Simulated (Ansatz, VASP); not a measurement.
# BeH2 in two plane-wave programs, part 2 of 3

Wanted: the spread between two codes on one cell, functional and k mesh. The cell is generated by rule, not measured, and may not be a known phase. The cell is taken from a series of VASP runs on this material, whose earlier steps may have relaxed, scaled or displaced it; both programs get it as it stands.

VASP 6.6.1 and Ansatz 0.2.0.

So far: Set-up; Ansatz: zone-centre phonons, PBEsol.

## (3) VASP: zone-centre phonons, PBEsol

Level of this step: PBEsol; plane waves and PAW (Be, H); invented cell (VASP).

The same cell, functional and mesh now go to VASP, with its own data sets and cutoff.

Lines of VASP's logs that name or quote its potential files are left out, and so is its time.

INCAR

```
SYSTEM = BeH2
PREC = Accurate
ENCUT = 400
EDIFF = 1E-08
NELM = 100
ISMEAR = 0
SIGMA = 0.02
LREAL = .FALSE.
ALGO = Normal
GGA = PS
NBANDS = 8
LORBIT = 11
LWAVE = .FALSE.
LCHARG = .FALSE.
KPAR = 4
IBRION = 8
LEPSILON = .TRUE.
```

POSCAR

```
BeH2
1.0
    2.6162989530      0.0000000000      0.0000000000
   -1.3081494760      2.2657813570      0.0000000000
    0.0000000000      0.0000000000      5.0362000000
Be H
1 2
Direct
    0.0000000000      0.0000000000      0.0000000000
    0.3333333330      0.6666666670      0.1596339806
    0.6666666670      0.3333333330      0.8403660194
```

KPOINTS

```
Automatic mesh
0
Gamma
18 18 8
0 0 0
```

PAW data sets: Be and H (PBE family, release 64).

Launch:

```bash
$ mpirun -np 4 vasp_std
```

The program printed:

```text
[banner, memory and clock lines left out]
running    4 mpi-ranks, on    1 nodes
 distrk:  each k-point on    1 cores,    4 groups
 distr:  one band on    1 cores,    1 groups

 POSCAR found type information on POSCAR BeH
 POSCAR found :  2 types and       3 ions
|                                                                             |
|               ----> ADVICE to this user running VASP <----                  |
|                                                                             |
|     You enforced a specific xc type in the INCAR file but a different       |
|     [... a line on the potential file left out ...]
|     I HOPE YOU KNOW WHAT YOU ARE DOING!                                     |
|                                                                             |

 LDA part: xc-table for (Slater+PW92), standard interpolation
 POSCAR, INCAR and KPOINTS ok, starting setup
 FFT: planning ... GRIDC
 FFT: planning ... GRID_SOFT
 FFT: planning ... GRID
 WAVECAR not read
 entering main loop
       N       E                     dE             d eps       ncg     rms          rms(c)
DAV:   1    -0.577465229463E+01   -0.57747E+01   -0.15606E+03  4296   0.315E+02
DAV:   2    -0.104230381135E+02   -0.46484E+01   -0.46484E+01  6136   0.406E+01
DAV:   3    -0.104892212739E+02   -0.66183E-01   -0.66183E-01  4768   0.516E+00
DAV:   4    -0.104892981782E+02   -0.76904E-04   -0.76904E-04  6896   0.177E-01
DAV:   5    -0.104892981921E+02   -0.13818E-07   -0.13818E-07  4792   0.156E-03    0.337E+00
DAV:   6    -0.102248626475E+02    0.26444E+00   -0.18354E-01  4632   0.165E+00    0.182E+00
DAV:   7    -0.101071007089E+02    0.11776E+00   -0.30929E-01  4936   0.226E+00    0.241E-01
DAV:   8    -0.101110562372E+02   -0.39555E-02   -0.84771E-03  4520   0.458E-01    0.607E-02
DAV:   9    -0.101113454146E+02   -0.28918E-03   -0.41698E-04  6016   0.109E-01    0.277E-02
DAV:  10    -0.101115362560E+02   -0.19084E-03   -0.24691E-04  5000   0.694E-02    0.502E-03
DAV:  11    -0.101115402694E+02   -0.40134E-05   -0.80537E-06  5088   0.146E-02    0.448E-03
DAV:  12    -0.101115416217E+02   -0.13523E-05   -0.24478E-06  5256   0.820E-03    0.295E-04
DAV:  13    -0.101115416069E+02    0.14716E-07   -0.36210E-08  5888   0.130E-03    0.241E-04
DAV:  14    -0.101115415975E+02    0.94755E-08   -0.48931E-09  5616   0.400E-04
   1 F= -.10111542E+02 E0= -.10111542E+02  d E =-.155095E-24
 Linear response reoptimize wavefunctions to high precision
DAV:   1    -0.101115415975E+02   -0.73399E-11   -0.12299E-10  4840   0.758E-05
 Linear response G [H, r] |phi>, progress :
  Direction:   1
       N       E                     dE             d eps       ncg     rms
RMM:   1    -0.142659160513E+02   -0.14266E+02    0.10578E+01 10521   0.202E+01
RMM:   2    -0.138735642908E+02    0.39235E+00   -0.23974E-01  6864   0.290E+00
RMM:   3    -0.138743189419E+02   -0.75465E-03   -0.14764E-03  7232   0.194E-01
RMM:   4    -0.138743189533E+02   -0.11370E-07   -0.10923E-05  7537   0.175E-02
RMM:   5    -0.138743189774E+02   -0.24137E-07   -0.12842E-07  7411   0.165E-03
RMM:   6    -0.138743189776E+02   -0.15529E-09   -0.31311E-09  7042   0.190E-04
 Linear response G [H, r] |phi>, progress :
  Direction:   2
       N       E                     dE             d eps       ncg     rms
RMM:   1    -0.162263571827E+02   -0.16226E+02   -0.58336E+00 10359   0.199E+01
RMM:   2    -0.161933237725E+02    0.33033E-01   -0.22798E-01  6853   0.291E+00
RMM:   3    -0.161943717988E+02   -0.10480E-02   -0.11687E-03  7262   0.178E-01
RMM:   4    -0.161943759345E+02   -0.41357E-05   -0.84075E-06  7512   0.161E-02
RMM:   5    -0.161943759721E+02   -0.37512E-07   -0.91167E-08  7483   0.145E-03
RMM:   6    -0.161943759724E+02   -0.33003E-09   -0.11317E-09  7185   0.161E-04
 Linear response G [H, r] |phi>, progress :
  Direction:   3
       N       E                     dE             d eps       ncg     rms
RMM:   1    -0.146154395333E+02   -0.14615E+02    0.32803E+01  9173   0.312E+01
RMM:   2    -0.150531447063E+02   -0.43771E+00   -0.73604E-01  6956   0.556E+00
RMM:   3    -0.150652877588E+02   -0.12143E-01   -0.66328E-03  7467   0.468E-01
RMM:   4    -0.150655262620E+02   -0.23850E-03   -0.39064E-04  7848   0.794E-02
RMM:   5    -0.150655325703E+02   -0.63084E-05   -0.50220E-06  7729   0.884E-03
RMM:   6    -0.150655327086E+02   -0.13824E-06   -0.24609E-07  7646   0.152E-03
RMM:   7    -0.150655327167E+02   -0.81749E-08   -0.47108E-09  6443   0.197E-04
 Linear response to external field (no local field effect), progress :
  Direction:   1
       N       E                     dE             d eps       ncg     rms          rms(c)
RMM:   1    -0.315416968168E+00   -0.31542E+00   -0.96357E-01 10331   0.189E+00
RMM:   2    -0.318830939081E+00   -0.34140E-02   -0.13463E-03  6850   0.190E-01
RMM:   3    -0.318837095582E+00   -0.61565E-05   -0.53195E-06  6932   0.112E-02
[...]
Direction:   2
       N       E                     dE             d eps       ncg     rms          rms(c)
RMM:   1    -0.377692359175E+00   -0.37769E+00   -0.11426E+00 10295   0.213E+00
RMM:   2    -0.382242905684E+00   -0.45505E-02   -0.19608E-03  6902   0.230E-01
RMM:   3    -0.382252233006E+00   -0.93273E-05   -0.69214E-06  7021   0.131E-02
RMM:   4    -0.382252263350E+00   -0.30344E-07   -0.57623E-08  7105   0.112E-03
[...]
RMM:   9    -0.370247014157E+00    0.34529E-06    0.22355E-10 15905   0.557E-05    0.338E-06
 change of polarisation eV/A/(eV/A) component  2 :     0.050     0.675    -0.000
 dielectric tensor                  component  2 :     0.304     5.089    -0.000
 Linear response to external field, progress :
  Direction:   3
       N       E                     dE             d eps       ncg     rms          rms(c)
RMM:   1    -0.147866535223E+00   -0.14787E+00   -0.19458E-01  9845   0.166E+00
RMM:   2    -0.150431403361E+00   -0.25649E-02   -0.16029E-03  6912   0.253E-01    0.628E-01
RMM:   3    -0.114109013290E+00    0.36322E-01   -0.60883E-03  6926   0.363E-01    0.283E-01
RMM:   4    -0.110480660836E+00    0.36284E-02   -0.55788E-03  6889   0.349E-01    0.117E-01
RMM:   5    -0.116404833134E+00   -0.59242E-02   -0.80234E-04  6821   0.154E-01    0.191E-02
RMM:   6    -0.117116602878E+00   -0.71177E-03   -0.19076E-05  7030   0.251E-02    0.674E-03
RMM:   7    -0.117570049997E+00   -0.45345E-03   -0.63208E-06  6891   0.147E-02    0.997E-04
RMM:   8    -0.117617470520E+00   -0.47421E-04   -0.41747E-07  7190   0.268E-03    0.107E-04
RMM:   9    -0.117617612806E+00   -0.14229E-06   -0.14886E-09  7040   0.201E-04    0.261E-05
RMM:  10    -0.117617130456E+00    0.48235E-06   -0.37626E-09  6330   0.100E-04    0.623E-06
 change of polarisation eV/A/(eV/A) component  3 :    -0.066    -0.050     0.204
 dielectric tensor                  component  3 :    -0.401    -0.304     2.234
 Linear response DOF=           4
 Linear response progress:
  Degree of freedom:   1/  4
       N       E                     dE             d eps       ncg     rms          rms(c)
RMM:   1    -0.555699714761E-02   -0.55570E-02   -0.21975E-03 25824   0.288E-01
RMM:   2    -0.550380610684E-02    0.53191E-04   -0.35413E-05 16986   0.333E-02    0.465E-02
RMM:   3    -0.551378001931E-02   -0.99739E-05   -0.57628E-06 17925   0.135E-02    0.271E-02
RMM:   4    -0.559790948663E-02   -0.84129E-04   -0.10401E-05 17530   0.183E-02    0.124E-03
RMM:   5    -0.559570531999E-02    0.22042E-05   -0.43968E-08 18487   0.139E-03    0.243E-04
RMM:   6    -0.559501295738E-02    0.69236E-06   -0.13357E-09 18424   0.241E-04    0.363E-05
RMM:   7    -0.559493087519E-02    0.82082E-07   -0.10528E-10 18524   0.610E-05    0.558E-06
RMM:   8    -0.559494407462E-02   -0.13199E-07    0.13530E-11 19399   0.103E-05    0.128E-06
RMM:   9    -0.559494483856E-02   -0.76395E-09    0.34972E-11 17304   0.343E-06    0.142E-07
 first order change of Fermi-energy  -0.12191E-04
 force on displaced ion       1 direction 1 :  -1.049   0.000   0.000
 Born effective charge ion    1 direction 1 :   2.384   0.000   0.000
 Linear response progress:
  Degree of freedom:   2/  4
       N       E                     dE             d eps       ncg     rms          rms(c)
RMM:   1    -0.979909576068E-02   -0.97991E-02    0.50071E-02  9754   0.782E-01
RMM:   2    -0.102581465149E-01   -0.45905E-03    0.59854E-04  6697   0.123E-01    0.528E-02
RMM:   3    -0.102114064560E-01    0.46740E-04    0.16699E-04  7016   0.186E-02    0.317E-02
RMM:   4    -0.101102833302E-01    0.10112E-03   -0.14338E-06  6646   0.270E-02    0.385E-03
RMM:   5    -0.100925821850E-01    0.17701E-04    0.24748E-08  6584   0.619E-03    0.912E-04
RMM:   6    -0.100921934347E-01    0.38875E-06    0.14865E-07  6980   0.199E-03    0.588E-04
RMM:   7    -0.100929258276E-01   -0.73239E-06   -0.23069E-08  6743   0.116E-03    0.651E-05
RMM:   8    -0.100928423797E-01    0.83448E-07    0.18540E-09  7235   0.978E-05    0.176E-05
RMM:   9    -0.100928079118E-01    0.34468E-07    0.69085E-10  7163   0.307E-05    0.320E-06
RMM:  10    -0.100928107129E-01   -0.28012E-08    0.21822E-10  7364   0.786E-06    0.705E-07
 first order change of Fermi-energy   0.18583E-03
 force on displaced ion       1 direction 3 :  -0.000   0.000  -7.116
 Born effective charge ion    1 direction 3 :   0.000   0.000   0.468
 Linear response progress:
  Degree of freedom:   3/  4
       N       E                     dE             d eps       ncg     rms          rms(c)
RMM:   1    -0.160848244964E-01   -0.16085E-01   -0.83241E-03 41722   0.490E-01
RMM:   2    -0.159088534645E-01    0.17597E-03   -0.11661E-04 31970   0.653E-02    0.994E-02
RMM:   3    -0.162889392616E-01   -0.38009E-03   -0.21483E-05 31663   0.276E-02    0.575E-02
RMM:   4    -0.171493145974E-01   -0.86038E-03   -0.46086E-05 31573   0.375E-02    0.148E-03
RMM:   5    -0.171532548228E-01   -0.39402E-05   -0.30782E-07 34318   0.335E-03    0.452E-04
RMM:   6    -0.171558460083E-01   -0.25912E-05   -0.78331E-09 34713   0.448E-04    0.473E-05
RMM:   7    -0.171558156450E-01    0.30363E-07   -0.13826E-10 35604   0.553E-05    0.167E-05
RMM:   8    -0.171558744223E-01   -0.58777E-07   -0.54228E-10 34455   0.265E-05    0.231E-06
RMM:   9    -0.171558688554E-01    0.55669E-08   -0.50268E-10 36027   0.439E-06    0.219E-07
 first order change of Fermi-energy   0.25503E-04
 force on displaced ion       2 direction 1 :  -2.728   0.000  -0.000
 Born effective charge ion    2 direction 1 :  -1.191  -0.000   0.000
 Linear response progress:
  Degree of freedom:   4/  4
       N       E                     dE             d eps       ncg     rms          rms(c)
RMM:   1    -0.168498990682E-01   -0.16850E-01   -0.12901E-02  8028   0.518E-01
RMM:   2    -0.164101762265E-01    0.43972E-03   -0.36528E-04  6642   0.113E-01    0.719E-02
RMM:   3    -0.166431268559E-01   -0.23295E-03   -0.19207E-05  6980   0.248E-02    0.401E-02
RMM:   4    -0.171071515333E-01   -0.46402E-03   -0.27101E-05  7022   0.272E-02    0.422E-03
RMM:   5    -0.171391527662E-01   -0.32001E-04   -0.15211E-06  7158   0.486E-03    0.675E-04
RMM:   6    -0.171412031563E-01   -0.20504E-05    0.42394E-08  7278   0.879E-04    0.279E-04
RMM:   7    -0.171415645884E-01   -0.36143E-06    0.38179E-08  7030   0.522E-04    0.911E-05
RMM:   8    -0.171416697148E-01   -0.10513E-06    0.13021E-08  7238   0.174E-04    0.191E-05
RMM:   9    -0.171415914750E-01    0.78240E-07    0.21899E-09  7351   0.285E-05    0.674E-06
RMM:  10    -0.171416050097E-01   -0.13535E-07    0.38059E-10  7178   0.122E-05    0.111E-06
RMM:  11    -0.171416083484E-01   -0.33386E-08    0.76377E-10  6859   0.298E-06    0.197E-07
 first order change of Fermi-energy   0.53368E+00
 force on displaced ion       2 direction 3 :   0.000   0.000  -4.260
 Born effective charge ion    2 direction 3 :   0.000   0.000  -0.234
 Born effective charges drift removed
 Linear response finished
```

[end of part 2 of 3]

[Lines on the potential files, build, host, timing and source positions are cut from VASP's logs without a mark.]

[Logs are printed without paths, hosts, clocks, repeated set-up lines and the standing remarks that a program may print on its own settings, such as how far it seeks lower states.]

[Hosts, paths, dates, database ids (printed as entryN), source tags and the programs' standing remarks are cut or masked in the printed files.]
